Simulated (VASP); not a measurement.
An input for Quantum ESPRESSO's pw.x (written as the equivalent of a VASP run, and not itself run):

```
&CONTROL
  calculation = 'scf'
  pseudo_dir = './pseudo'
  outdir = './out'
  tprnfor = .true.
  tstress = .true.
/
&SYSTEM
  ibrav = 0
  nat = 2
  ntyp = 2
  ecutwfc = 86
  occupations = 'smearing'
  smearing = 'gaussian'
  degauss = 0.003675
  input_dft = 'pw91'
/
&ELECTRONS
  conv_thr = 7.3e-08
  electron_maxstep = 100
/
ATOMIC_SPECIES
  Pb 207.200 Pb.upf
  Se 78.971 Se.upf
CELL_PARAMETERS angstrom
     0.0000000    3.1381150    3.1381150
     3.1381150    0.0000000    3.1381150
     3.1381150    3.1381150    0.0000000
ATOMIC_POSITIONS crystal
  Pb   0.0000000  0.0000000  0.0000000
  Se   0.5000000  0.5000000  0.5000000
K_POINTS automatic
  9 9 9 0 0 0
```

Translate this input to VASP (INCAR, KPOINTS, POSCAR, choice of POTCAR).

One answer among several that fit: 
File POSCAR:
```
PbSe
1
    0.0000000000     3.1381150000     3.1381150000
    3.1381150000     0.0000000000     3.1381150000
    3.1381150000     3.1381150000     0.0000000000
Pb Se
1 1
Direct
  0.0000000000   0.0000000000   0.0000000000
  0.5000000000   0.5000000000   0.5000000000
```

### INCAR
```
ALGO  =  Normal
EDIFF  =  1E-6
ENCUT  =  300
GGA  =  91
ISIF  =  2
ISMEAR  =  0
LASPH  =  .TRUE.
LCHARG  =  .FALSE.
LMAXMIX  =  4
LREAL  =  .FALSE.
LWAVE  =  .FALSE.
NELM  =  100
PREC  =  Accurate
SIGMA  =  0.05
SYSTEM  =  PbSe
```

File KPOINTS:
```
K-points
0
Gamma
 9 9 9
0 0 0
```

POTCAR, in this order: Pb_d Se (PBE.64 set). Program: vasp_std.

Limits of the translation: the potentials are each code's own (VASP's PAW set, PseudoDojo norm-conserving files in pw.x), so ENCUT and ecutwfc are chosen apart and not converted; conv_thr bounds pw.x's estimated SCF error, while EDIFF bounds the energy change between steps.

The structure comes from a computed database's PbSe entry; how it stands against other phases isn't given here. The cell was not relaxed at this level. The run is one of a series of settings (GGA = 91, POTCAR Pb_d Se (PBE.64 set) against the base run), some of them coarse on purpose.
